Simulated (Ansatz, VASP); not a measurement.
# One calculation of ZrOs, two programs

```xyz
2
Lattice="3.3059 0.0000 0.0000 0.0000 3.3059 0.0000 0.0000 0.0000 3.3059" Properties=species:S:1:pos:R:3 pbc="T T T"
Zr    1.6530    1.6530    1.6530
Os    0.0000    0.0000    0.0000
```

Change from the starting cell: volume scaled by 1.04, crystal datasets.

Alike in both runs: task electric field gradients; functional LDA; k mesh 13 × 13 × 13; occupations fermi-dirac, width 0.03 eV; no spin polarisation.

|  | VASP | Ansatz |
| --- | --- | --- |
| version | VASP 6.6.1 | Ansatz 0.2.0 |
| potentials or method | VASP PAW LDA potentials, release 64 (Zr_sv, Os), cutoff 520 eV | all-electron PAW with datasets made for the crystal, scalar-relativistic |

```tsv
	VASP	Ansatz	Ansatz less VASP
pressure (GPa)	-14.6	-14.7	-0.16
Vzz of the field gradient on the site that differs most (V/Å²)	0.0	0.0	0.00
```

Ansatz ran all-electron here, so the differences hold the error of VASP's frozen core and of both bases. Ansatz warned: «gradients_without_spin_orbit».

The runs have no spin-orbit coupling, so splittings on Os are missing.
